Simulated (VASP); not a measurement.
A run of VASP 6.6.1 is set up as follows.

File INCAR:

```
PREC = Accurate ; ENCUT = 520
EDIFF = 1E-6 ; ISMEAR = 0
SIGMA = 0.1 ; LREAL = False
LASPH = True ; NELM = 60
ALGO = Normal ; ISIF = 2
LWAVE = False ; LCHARG = False
GGA = PE ; NBANDS = 22
```

The input KPOINTS:

```
Automatic mesh
0
Gamma
  6 6 4
```

The input POSCAR:

```
Si2B2W
1.0
    3.8367866300      0.0000000000      0.0000000000
   -1.9183933100      3.3227546900      0.0000000000
    0.0000000000      0.0000000000      4.7922590800
Si B W
2 2 1
Direct
    0.3333333300      0.6666666700      0.5000000000
    0.6666666700      0.3333333300      0.5000000000
    0.3333333300      0.6666666700      0.0000000000
    0.6666666700      0.3333333300      0.0000000000
    0.0000000000      0.0000000000      0.0000000000
```

Potentials or basis: VASP PAW PBE potentials, release 64 (Si, B, W_sv).

Command:

```sh
$ cat potpaw_PBE.64/Si/POTCAR potpaw_PBE.64/B/POTCAR potpaw_PBE.64/W_sv/POTCAR > POTCAR
$ mpirun -np 1 vasp_std > vasp.out
```

(1) Predict the pressure.

(2) Predict the band gap on the k mesh.

## Answers

(1) 13.1 GPa.

(2) none (metal or under the smearing width).
